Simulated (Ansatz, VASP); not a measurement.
# Cross-check of NaCl between VASP and Ansatz

Wanted: the spread between two codes on one cell, functional and k mesh. The cell is taken from a series of runs on this material, whose earlier steps may have relaxed, scaled, displaced or heated it; both programs get it as it stands.

Program: Ansatz 0.2.0. Level of theory: plane waves, with VASP 6.6.1 beside it; dielectric response at PBE. Results are calculated unless marked as measured.

## Step 1: The structure

Symmetry: Fm-3m, No. 225, cubic system. Conventional cell: a = 5.620 Å, b = 5.620 Å, c = 5.620 Å, α = 90.00°, β = 90.00°, γ = 90.00°. Nearest to Na lie 6 Cl at 2.81 Å. Nearest to Cl lie 6 Na at 2.81 Å. Farther neighbours and most contacts between anions are not listed.

Coordinates:

```xyz
2
Lattice="0.0000 2.8100 2.8100 2.8100 0.0000 2.8100 2.8100 2.8100 0.0000" Properties=species:S:1:pos:R:3 pbc="T T T"
Na    0.0000    0.0000    0.0000
Cl    2.8100    2.8100    2.8100
```

## Step 2: VASP: dielectric response, PBE

The response to a field tests empty states and converges slowly with the mesh.

Lines of VASP's logs that name or quote its potential files are left out, and so is its time.

Input file INCAR:

```
SYSTEM = NaCl
PREC = Accurate
ENCUT = 400
EDIFF = 1E-08
NELM = 120
ISMEAR = 0
SIGMA = 0.01
LREAL = .FALSE.
ALGO = Normal
GGA = PE
NBANDS = 13
LORBIT = 11
LWAVE = .FALSE.
LCHARG = .FALSE.
ISIF = 2
LEPSILON = .TRUE.
LASPH = .TRUE.
GGA_COMPAT = .FALSE.
```

Input file POSCAR:

```
NaCl
1.0
    0.0000000000      2.8100000000      2.8100000000
    2.8100000000      0.0000000000      2.8100000000
    2.8100000000      2.8100000000      0.0000000000
Na Cl
1 1
Direct
    0.0000000000      0.0000000000      0.0000000000
    0.5000000000      0.5000000000      0.5000000000
```

Input file KPOINTS:

```
Automatic mesh
0
Gamma
6 6 6
0 0 0
```

PAW data sets: Na_pv and Cl (PBE family, release 64).

The run is started by

```sh
mpirun -np 1 vasp_std
```

Numbers of over 12 decimals in the logs are rounded to 6 here.

Output:

```text
[banner, memory and clock lines left out]
running    1 mpi-ranks, on    1 nodes
 distrk:  each k-point on    1 cores,    1 groups
 distr:  one band on    1 cores,    1 groups

 POSCAR found type information on POSCAR NaCl
 POSCAR found :  2 types and       2 ions
 LDA part: xc-table for (Slater+PW92), standard interpolation
 POSCAR, INCAR and KPOINTS ok, starting setup
 FFT: planning ... GRIDC
 FFT: planning ... GRID_SOFT
 FFT: planning ... GRID
 WAVECAR not read
 entering main loop
       N       E                     dE             d eps       ncg     rms          rms(c)
DAV:   1     0.903416314044E+02    0.90342E+02   -0.64430E+03   424   0.880E+02
DAV:   2     0.448454668565E-01   -0.90297E+02   -0.83119E+02   464   0.248E+02
DAV:   3    -0.684963872449E+01   -0.68945E+01   -0.68532E+01   536   0.684E+01
DAV:   4    -0.696544166081E+01   -0.11580E+00   -0.11577E+00   466   0.975E+00
DAV:   5    -0.696812342682E+01   -0.26818E-02   -0.26816E-02   526   0.150E+00    0.212E+00
DAV:   6    -0.677795429868E+01    0.19017E+00   -0.33250E-01   481   0.350E+00    0.159E+00
DAV:   7    -0.676628228141E+01    0.11672E-01   -0.83242E-02   553   0.173E+00    0.109E+00
DAV:   8    -0.677181676101E+01   -0.55345E-02   -0.10014E-02   431   0.896E-01    0.286E-01
DAV:   9    -0.677171965439E+01    0.97107E-04   -0.20459E-04   521   0.118E-01    0.161E-01
DAV:  10    -0.677184561756E+01   -0.12596E-03   -0.31103E-04   441   0.143E-01    0.576E-02
DAV:  11    -0.677183718206E+01    0.84355E-05   -0.15556E-05   521   0.377E-02    0.151E-02
DAV:  12    -0.677183684275E+01    0.33931E-06   -0.22001E-06   441   0.144E-02    0.115E-03
DAV:  13    -0.677183724135E+01   -0.39859E-06   -0.26090E-07   461   0.359E-03    0.241E-03
DAV:  14    -0.677183698188E+01    0.25947E-06   -0.29654E-08   506   0.986E-04    0.428E-04
DAV:  15    -0.677183697084E+01    0.11039E-07   -0.40758E-10   313   0.210E-04    0.250E-04
DAV:  16    -0.677183696936E+01    0.14832E-08   -0.58066E-10   248   0.200E-04
   1 F= -.67718370E+01 E0= -.67718370E+01  d E =-.393145E-39
 Linear response reoptimize wavefunctions to high precision
DAV:   1    -0.677183696935E+01    0.11596E-10   -0.35986E-11   328   0.591E-05
 Linear response G [H, r] |phi>, progress :
  Direction:   1
       N       E                     dE             d eps       ncg     rms
RMM:   1    -0.446935598519E+02   -0.44694E+02   -0.24252E+02   756   0.112E+02
RMM:   2    -0.446892337246E+02    0.43261E-02   -0.68803E+00   796   0.203E+01
RMM:   3    -0.448297672410E+02   -0.14053E+00   -0.53351E-01   861   0.573E+00
RMM:   4    -0.448334731327E+02   -0.37059E-02   -0.32588E-02   793   0.155E+00
RMM:   5    -0.448344656932E+02   -0.99256E-03   -0.24029E-03   865   0.347E-01
RMM:   6    -0.448344896022E+02   -0.23909E-04   -0.40972E-05   856   0.945E-02
RMM:   7    -0.448345041079E+02   -0.14506E-04   -0.29366E-05   870   0.289E-02
RMM:   8    -0.448345046939E+02   -0.58598E-06   -0.47041E-06   817   0.127E-02
RMM:   9    -0.448345054191E+02   -0.72523E-06   -0.17362E-05   765   0.443E-03
RMM:  10    -0.448345051961E+02    0.22301E-06   -0.10268E-06   720   0.264E-03
RMM:  11    -0.448345048492E+02    0.34690E-06   -0.12662E-05   659   0.166E-03
RMM:  12    -0.448345052390E+02   -0.38975E-06    0.46486E-04   572   0.140E-03
RMM:  13    -0.448345053033E+02   -0.64382E-07    0.45146E-04   486   0.125E-03
RMM:  14    -0.448345053057E+02   -0.23729E-08    0.45249E-04   447   0.122E-03
RMM:  15    -0.448345052267E+02    0.79013E-07    0.43966E-04   408   0.120E-03
RMM:  16    -0.448345053147E+02   -0.87958E-07    0.44618E-04   374   0.120E-03
 Linear response G [H, r] |phi>, progress :
  Direction:   2
       N       E                     dE             d eps       ncg     rms
RMM:   1    -0.451777355089E+02   -0.45178E+02   -0.24672E+02   753   0.114E+02
RMM:   2    -0.446886045496E+02    0.48913E+00   -0.79833E+00   805   0.211E+01
RMM:   3    -0.448219066549E+02   -0.13330E+00   -0.49487E-01   856   0.577E+00
RMM:   4    -0.448260331964E+02   -0.41265E-02   -0.31834E-02   805   0.153E+00
RMM:   5    -0.448269290228E+02   -0.89583E-03   -0.22491E-03   851   0.343E-01
RMM:   6    -0.448269540908E+02   -0.25068E-04   -0.38824E-05   862   0.895E-02
RMM:   7    -0.448269662906E+02   -0.12200E-04   -0.24521E-05   865   0.268E-02
RMM:   8    -0.448269668444E+02   -0.55379E-06   -0.57898E-06   813   0.117E-02
RMM:   9    -0.448269669356E+02   -0.91192E-07   -0.61131E-06   752   0.438E-03
RMM:  10    -0.448269671249E+02   -0.18934E-06   -0.32570E-06   727   0.286E-03
RMM:  11    -0.448269670565E+02    0.68461E-07   -0.62992E-06   639   0.193E-03
RMM:  12    -0.448269671046E+02   -0.48175E-07    0.29015E-05   560   0.171E-03
RMM:  13    -0.448269670846E+02    0.20026E-07   -0.83952E-05   481   0.160E-03
RMM:  14    -0.448269671529E+02   -0.68339E-07    0.40842E-06   438   0.158E-03
RMM:  15    -0.448269670192E+02    0.13372E-06   -0.11082E-04   402   0.155E-03
RMM:  16    -0.448269671954E+02   -0.17616E-06   -0.91193E-06   362   0.156E-03
 Linear response G [H, r] |phi>, progress :
  Direction:   3
       N       E                     dE             d eps       ncg     rms
RMM:   1    -0.425104869142E+02   -0.42510E+02   -0.22929E+02   724   0.110E+02
RMM:   2    -0.412393038818E+02    0.12712E+01   -0.87907E+00   789   0.203E+01
[...]
RMM:   5    -0.236313507818E+00   -0.12749E-06   -0.43867E-07   848   0.438E-03
RMM:   6    -0.236313511703E+00   -0.38855E-08   -0.28501E-08   810   0.105E-03
 change of polarisation eV/A/(eV/A) component  1 :     0.473     0.100     0.038
 dielectric tensor                  component  1 :     2.927     0.408     0.156
 Linear response to external field (no local field effect), progress :
  Direction:   2
       N       E                     dE             d eps       ncg     rms          rms(c)
RMM:   1    -0.205311552136E+00   -0.20531E+00   -0.40193E-01   636   0.442E+00
RMM:   2    -0.236340054182E+00   -0.31029E-01   -0.21553E-02   856   0.877E-01
RMM:   3    -0.236354655021E+00   -0.14601E-04   -0.18307E-04   819   0.991E-02
RMM:   4    -0.236355261909E+00   -0.60689E-06   -0.69339E-06   833   0.187E-02
RMM:   5    -0.236355309995E+00   -0.48086E-07   -0.27283E-07   851   0.401E-03
RMM:   6    -0.236355312559E+00   -0.25643E-08   -0.27909E-08   795   0.995E-04
 change of polarisation eV/A/(eV/A) component  2 :     0.100     0.473    -0.052
 dielectric tensor                  component  2 :     0.408     2.928    -0.212
 Linear response to external field (no local field effect), progress :
  Direction:   3
       N       E                     dE             d eps       ncg     rms          rms(c)
RMM:   1    -0.158217121980E+00   -0.15822E+00   -0.32885E-01   657   0.390E+00
RMM:   2    -0.175086585001E+00   -0.16869E-01   -0.13129E-02   820   0.727E-01
RMM:   3    -0.175104905424E+00   -0.18320E-04   -0.21435E-04   807   0.989E-02
RMM:   4    -0.175105528943E+00   -0.62352E-06   -0.11523E-05   803   0.204E-02
RMM:   5    -0.175105678682E+00   -0.14974E-06   -0.73626E-07   815   0.476E-03
RMM:   6    -0.175105681906E+00   -0.32237E-08   -0.39959E-08   779   0.124E-03
 change of polarisation eV/A/(eV/A) component  3 :     0.038    -0.052     0.350
 dielectric tensor                  component  3 :     0.156    -0.212     2.428
 Linear response to external field, progress :
  Direction:   1
       N       E                     dE             d eps       ncg     rms          rms(c)
RMM:   1    -0.192126271523E+00   -0.19213E+00   -0.41109E-01  1219   0.415E+00
RMM:   2    -0.215905488504E+00   -0.23779E-01   -0.16535E-02  1556   0.779E-01    0.111E+00
RMM:   3    -0.192283983930E+00    0.23622E-01   -0.33339E-02  1406   0.739E-01    0.552E-01
RMM:   4    -0.199840190995E+00   -0.75562E-02   -0.17756E-02  1475   0.581E-01    0.196E-01
RMM:   5    -0.210982726604E+00   -0.11143E-01   -0.77520E-04  1402   0.211E-01    0.531E-02
RMM:   6    -0.210681169571E+00    0.30156E-03   -0.34508E-05  1525   0.397E-02    0.359E-02
RMM:   7    -0.210888292612E+00   -0.20712E-03   -0.50989E-05  1392   0.327E-02    0.919E-03
RMM:   8    -0.211060316981E+00   -0.17202E-03   -0.45115E-06  1529   0.117E-02    0.183E-03
RMM:   9    -0.211066566841E+00   -0.62499E-05   -0.15251E-07  1626   0.247E-03    0.968E-04
RMM:  10    -0.211080561330E+00   -0.13994E-04   -0.13012E-07  1451   0.129E-03    0.166E-04
RMM:  11    -0.211081478783E+00   -0.91745E-06    0.23565E-08  1572   0.390E-04    0.768E-05
RMM:  12    -0.211081249818E+00    0.22896E-06   -0.39142E-08  1365   0.150E-04    0.176E-05
RMM:  13    -0.211081144754E+00    0.10506E-06   -0.15888E-08   906   0.782E-05    0.711E-06
 change of polarisation eV/A/(eV/A) component  1 :     0.371     0.074     0.023
 dielectric tensor                  component  1 :     2.514     0.300     0.094
 Linear response to external field, progress :
  Direction:   2
       N       E                     dE             d eps       ncg     rms          rms(c)
RMM:   1    -0.191725880190E+00   -0.19173E+00   -0.40708E-01  1218   0.418E+00
RMM:   2    -0.215905791508E+00   -0.24180E-01   -0.16951E-02  1566   0.793E-01    0.111E+00
RMM:   3    -0.192280321962E+00    0.23625E-01   -0.33315E-02  1404   0.739E-01    0.552E-01
RMM:   4    -0.199838566679E+00   -0.75582E-02   -0.17695E-02  1483   0.580E-01    0.196E-01
RMM:   5    -0.210959203801E+00   -0.11121E-01   -0.76454E-04  1404   0.211E-01    0.523E-02
RMM:   6    -0.210668152520E+00    0.29105E-03   -0.33520E-05  1528   0.390E-02    0.352E-02
RMM:   7    -0.210897080931E+00   -0.22893E-03   -0.47389E-05  1392   0.318E-02    0.893E-03
RMM:   8    -0.211061458609E+00   -0.16438E-03   -0.41853E-06  1527   0.113E-02    0.183E-03
RMM:   9    -0.211067998991E+00   -0.65404E-05   -0.11970E-07  1628   0.246E-03    0.921E-04
RMM:  10    -0.211080718014E+00   -0.12719E-04    0.64322E-08  1460   0.122E-03    0.160E-04
RMM:  11    -0.211081392486E+00   -0.67447E-06   -0.31061E-07  1567   0.359E-04    0.706E-05
RMM:  12    -0.211081221957E+00    0.17053E-06   -0.69560E-08  1360   0.138E-04    0.184E-05
RMM:  13    -0.211081149990E+00    0.71966E-07   -0.10536E-08   888   0.774E-05    0.693E-06
 change of polarisation eV/A/(eV/A) component  2 :     0.059     0.371    -0.022
 dielectric tensor                  component  2 :     0.241     2.514    -0.092
 Linear response to external field, progress :
  Direction:   3
       N       E                     dE             d eps       ncg     rms          rms(c)
RMM:   1    -0.191753215099E+00   -0.19175E+00   -0.40736E-01  1221   0.418E+00
RMM:   2    -0.215905878303E+00   -0.24153E-01   -0.16960E-02  1564   0.793E-01    0.111E+00
RMM:   3    -0.192281267081E+00    0.23625E-01   -0.33339E-02  1407   0.739E-01    0.552E-01
RMM:   4    -0.199838769711E+00   -0.75575E-02   -0.17713E-02  1483   0.581E-01    0.196E-01
RMM:   5    -0.210967447964E+00   -0.11129E-01   -0.76879E-04  1402   0.211E-01    0.525E-02
RMM:   6    -0.210671131066E+00    0.29632E-03   -0.33844E-05  1527   0.391E-02    0.352E-02
RMM:   7    -0.210896300174E+00   -0.22517E-03   -0.48019E-05  1391   0.320E-02    0.886E-03
RMM:   8    -0.211061838685E+00   -0.16554E-03   -0.42407E-06  1528   0.114E-02    0.178E-03
RMM:   9    -0.211067583239E+00   -0.57446E-05   -0.14765E-07  1628   0.247E-03    0.908E-04
RMM:  10    -0.211080729774E+00   -0.13147E-04   -0.10793E-07  1450   0.123E-03    0.164E-04
RMM:  11    -0.211081440395E+00   -0.71062E-06   -0.20900E-07  1564   0.357E-04    0.713E-05
RMM:  12    -0.211081232110E+00    0.20829E-06   -0.40002E-08  1357   0.137E-04    0.182E-05
RMM:  13    -0.211081151114E+00    0.80996E-07    0.26462E-08   895   0.765E-05    0.665E-06
 change of polarisation eV/A/(eV/A) component  3 :     0.003     0.023     0.371
 dielectric tensor                  component  3 :     0.014     0.096     2.514
 Born effective charges drift removed
```

From OUTCAR (step 2):

```text
ion  position               nearest neighbor table
   1  0.000  0.000  0.000-
   2  0.500  0.500  0.500-

  LATTYP: Found a face centered cubic cell.
 ALAT       =     5.6200000000

 Subroutine GETGRP returns: Found 48 space group operations
 (whereof 48 operations were pure point group operations)

The static configuration has the point symmetry O_h .

 Found     16 irreducible k-points:

   k-points           NKPTS =     16   k-points in BZ     NKDIM =     16   number of bands    NBANDS=     13

   dimension x,y,z NGX =    28 NGY =   28 NGZ =   28
   dimension x,y,z NGXF=    56 NGYF=   56 NGZF=   56

   ENCUT  =  400.0 eV  29.40 Ry    5.42 a.u.   6.48  6.48  6.48*2*pi/ulx,y,z

   NELECT =      14.0000    total number of electrons

 k-points in reciprocal lattice and weights: Automatic mesh
   0.00000000  0.00000000  0.00000000       0.005
   0.16666667  0.00000000  0.00000000       0.037
   0.33333333  0.00000000  0.00000000       0.037
   0.50000000  0.00000000  0.00000000       0.019
   0.16666667  0.16666667  0.00000000       0.028
   0.33333333  0.16666667  0.00000000       0.111
   0.50000000  0.16666667  0.00000000       0.111
  -0.33333333  0.16666667  0.00000000       0.111
  -0.16666667  0.16666667  0.00000000       0.056
[...]
-0.33333333  0.33333333  0.16666667       0.111
  -0.33333333  0.50000000  0.16666667       0.056

 average (electrostatic) potential at core
       1 -47.2796       2 -93.4828

  Total        0.2381136      0.2381136      0.2381136      0.0000000     -0.0000000      0.0000000
  in kB        8.5969785      8.5969785      8.5969785      0.0000000     -0.0000000      0.0000000
  external PRESSURE =       8.5969785 kB  Pullay stress =       0.0000000 kB

  energy-cutoff  :      400.00
  volume of cell :       44.38
      direct lattice vectors                 reciprocal lattice vectors
     0.000000000  2.810000000  2.810000000    -0.177935943  0.177935943  0.177935943
     2.810000000  0.000000000  2.810000000     0.177935943 -0.177935943  0.177935943
     2.810000000  2.810000000  0.000000000     0.177935943  0.177935943 -0.177935943

 POSITION                                       TOTAL-FORCE (eV/Angst)
 -----------------------------------------------------------------------------------
      0.00000      0.00000      0.00000        -0.000000     -0.000000     -0.000000
      2.81000      2.81000      2.81000         0.000000      0.000000      0.000000
 -----------------------------------------------------------------------------------
    total drift:                                0.000000      0.000000      0.000000

 MACROSCOPIC STATIC DIELECTRIC TENSOR (including local field effects in DFT)
 ------------------------------------------------------
           2.514459    -0.000000     0.000000
          -0.000000     2.514459     0.000000
          -0.000000    -0.000000     2.514459
 ------------------------------------------------------

 PIEZOELECTRIC TENSOR (including local field effects)  for field in x, y, z        (C/m^2)
          XX          YY          ZZ          XY          YZ          ZX
  --------------------------------------------------------------------------------
  x     0.00000     0.00000     0.00000     0.00000     0.00000     0.00000
  y     0.00000     0.00000     0.00000     0.00000     0.00000     0.00000
  z     0.00000     0.00000     0.00000     0.00000     0.00000     0.00000

 BORN EFFECTIVE CHARGES (including local field effects) (in |e|, cummulative output)
 ---------------------------------------------------------------------------------
 ion    1
    1     1.09454     0.00000     0.00000
    2     0.00000     1.09454     0.00000
    3     0.00000     0.00000     1.09454
 ion    2
    1    -1.09454     0.00000     0.00000
    2     0.00000    -1.09454     0.00000
    3     0.00000     0.00000    -1.09454
```

(Part 1 of 2 ends here.)

[Lines on the potential files, build, host, timing and source positions are cut from VASP's logs without a mark.]

[Logs are printed without paths, hosts, clocks, repeated set-up lines and the standing remarks that a program may print on its own settings, such as how far it seeks lower states.]

[Hosts, paths, dates, database ids (printed as entryN), source tags and the programs' standing remarks are cut or masked in the printed files.]
